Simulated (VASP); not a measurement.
Level of theory: rev-vdW-DF2, VASP's PBE PAW potentials (set 64) (plane waves; VASP 6.6.1).

VASP input:

File KPOINTS:
```
K-points
0
G
  8 8 8
0 0 0
```

INCAR:
```
! general
SYSTEM  =Pt3Ti
PREC    =Accurate
ENCUT   =520
LREAL   =.FALSE.
LASPH   =.TRUE.

! electronic loop
EDIFF   =1E-7
NELM    =100
ALGO    =Normal
LMAXMIX =6

! smearing
ISMEAR  =1
SIGMA   =0.1

! functional
GGA     =MK
LUSE_VDW=.TRUE.
AGGAC   =0.0
PARAM1  =0.1234568
PARAM2  =0.7114
ZAB_VDW =-1.8867

! ions
ISIF    =2

! output
LWAVE   =.FALSE.
LCHARG  =.FALSE.
```

File POSCAR:
```
Pt3Ti
3.8478020
  0.9999999165   0.0000000000   0.0000000000
  0.0000000000   0.9999999165   0.0000000000
  0.0000000000   0.0000000000   0.9999999165
Ti Pt
1 3
Cartesian
  0.0000000000   0.0000000000   0.0000000000
  0.0000000000   0.4999999583   0.4999999583
  0.4999999583   0.0000000000   0.4999999583
  0.4999999583   0.4999999583   0.0000000000
```

POTCAR, in this order: Ti_sv Pt (PBE.64 set). Program: vasp_std.

Output of the run:

File OUTCAR:
```
 ion  position               nearest neighbor table
   1  0.000  0.000  0.000-   2 2.72   3 2.72   4 2.72   2 2.72   3 2.72   2 2.72   4 2.72   2 2.72
                             3 2.72   4 2.72   3 2.72   4 2.72
   2  0.000  0.500  0.500-   1 2.72   3 2.72   4 2.72   1 2.72   4 2.72   1 2.72   3 2.72   1 2.72
                             3 2.72   4 2.72   4 2.72   3 2.72
   3  0.500  0.000  0.500-   1 2.72   2 2.72   4 2.72   1 2.72   4 2.72   2 2.72   4 2.72   4 2.72
                             1 2.72   2 2.72   1 2.72   2 2.72
   4  0.500  0.500  0.000-   1 2.72   2 2.72   3 2.72   2 2.72   3 2.72   1 2.72   3 2.72   3 2.72
                             1 2.72   2 2.72   2 2.72   1 2.72
  LATTYP: Found a simple cubic cell.
 ALAT       =     3.8478016789
 Subroutine PRICEL returns:
 Original cell was already a primitive cell.
 Subroutine GETGRP returns: Found 48 space group operations
The static configuration has the point symmetry O_h .
The dynamic configuration has the point symmetry O_h .
 Subroutine INISYM returns: Found 48 space group operations
 Subroutine IBZKPT returns following result:
 Found     35 irreducible k-points:

 Following reciprocal coordinates:
            Coordinates               Weight
  0.000000  0.000000  0.000000      1.000000
  0.125000  0.000000  0.000000      6.000000
  0.250000  0.000000  0.000000      6.000000
  0.375000  0.000000  0.000000      6.000000
  0.500000  0.000000  0.000000      3.000000
  0.125000  0.125000  0.000000     12.000000
  0.250000  0.125000  0.000000     24.000000
  0.375000  0.125000  0.000000     24.000000
  0.500000  0.125000  0.000000     12.000000
  0.250000  0.250000  0.000000     12.000000
  0.375000  0.250000  0.000000     24.000000
  0.500000  0.250000  0.000000     12.000000
  0.375000  0.375000  0.000000     12.000000
  0.500000  0.375000  0.000000     12.000000
  0.500000  0.500000  0.000000      3.000000
  0.125000  0.125000  0.125000      8.000000
  0.250000  0.125000  0.125000     24.000000
  0.375000  0.125000  0.125000     24.000000
...
```

**OSZICAR**
```
       N       E                     dE             d eps       ncg     rms          rms(c)
DAV:   1     0.402700516623E+03    0.40270E+03   -0.21564E+04  1750   0.182E+03
DAV:   2     0.116658620269E+02   -0.39103E+03   -0.38343E+03  1874   0.459E+02
DAV:   3    -0.225750762666E+02   -0.34241E+02   -0.32864E+02  2519   0.114E+02
DAV:   4    -0.236082678727E+02   -0.10332E+01   -0.10298E+01  2070   0.215E+01
DAV:   5    -0.236429654736E+02   -0.34698E-01   -0.34662E-01  2536   0.381E+00    0.251E+01
DAV:   6    -0.218986701202E+02    0.17443E+01   -0.18840E+01  2491   0.320E+01    0.137E+01
DAV:   7    -0.216689362630E+02    0.22973E+00   -0.27058E+01  2409   0.322E+01    0.114E+01
DAV:   8    -0.208498141725E+02    0.81912E+00   -0.16510E+00  2371   0.106E+01    0.475E+00
DAV:   9    -0.207533067846E+02    0.96507E-01   -0.19946E+00  2595   0.789E+00    0.229E+00
DAV:  10    -0.207020181440E+02    0.51289E-01   -0.31342E-01  2429   0.402E+00    0.435E-01
DAV:  11    -0.207031651532E+02   -0.11470E-02   -0.42520E-03  2094   0.568E-01    0.459E-01
DAV:  12    -0.207014002183E+02    0.17649E-02   -0.10507E-02  2436   0.670E-01    0.609E-02
DAV:  13    -0.207013954726E+02    0.47458E-05   -0.18131E-04  2103   0.988E-02    0.280E-02
DAV:  14    -0.207014100536E+02   -0.14581E-04   -0.15095E-04  2473   0.898E-02    0.467E-02
DAV:  15    -0.207013918638E+02    0.18190E-04   -0.67031E-05  2493   0.584E-02    0.971E-03
DAV:  16    -0.207013912190E+02    0.64480E-06   -0.49166E-06  2622   0.143E-02    0.303E-03
DAV:  17    -0.207013912286E+02   -0.96129E-08   -0.23235E-07  1616   0.388E-03
   1 F= -.20701391E+02 E0= -.20701506E+02  d E =0.344953E-03
```

OUTCAR:
```
------------------------ aborting loop because EDIFF is reached ----------------------------------------
  FORCE on cell =-STRESS in cart. coord.  units (eV):
  Direction    XX          YY          ZZ          XY          YZ          ZX
  --------------------------------------------------------------------------------------
  Total        6.3564075      6.3564075      6.3564075     -0.0000000     -0.0000000      0.0000000
  in kB      178.7657320    178.7657320    178.7657320     -0.0000000     -0.0000000      0.0000000
  external PRESSURE =     178.7657320 kB  Pullay stress =       0.0000000 kB
  volume of cell :       56.97
      direct lattice vectors                 reciprocal lattice vectors
     3.847801679  0.000000000  0.000000000     0.259888654  0.000000000  0.000000000
     0.000000000  3.847801679  0.000000000     0.000000000  0.259888654  0.000000000
     0.000000000  0.000000000  3.847801679     0.000000000  0.000000000  0.259888654
 POSITION                                       TOTAL-FORCE (eV/Angst)
 -----------------------------------------------------------------------------------
      0.00000      0.00000      0.00000         0.000000      0.000000      0.000000
      0.00000      1.92390      1.92390         0.000000      0.000000      0.000000
      1.92390      0.00000      1.92390         0.000000      0.000000      0.000000
      1.92390      1.92390      0.00000         0.000000      0.000000      0.000000
 -----------------------------------------------------------------------------------
    total drift:                                0.000000      0.000000     -0.000000
  FREE ENERGIE OF THE ION-ELECTRON SYSTEM (eV)
  ---------------------------------------------------
  free  energy   TOTEN  =       -20.7013912286 eV

  energy  without entropy=      -20.7017361814  energy(sigma->0) =      -20.70150621
```
(Selected blocks of OUTCAR.)

The compound is Pt3Ti in the L1_2 structure. This cell is one point of a volume scan, at 0.94 of the reference volume.
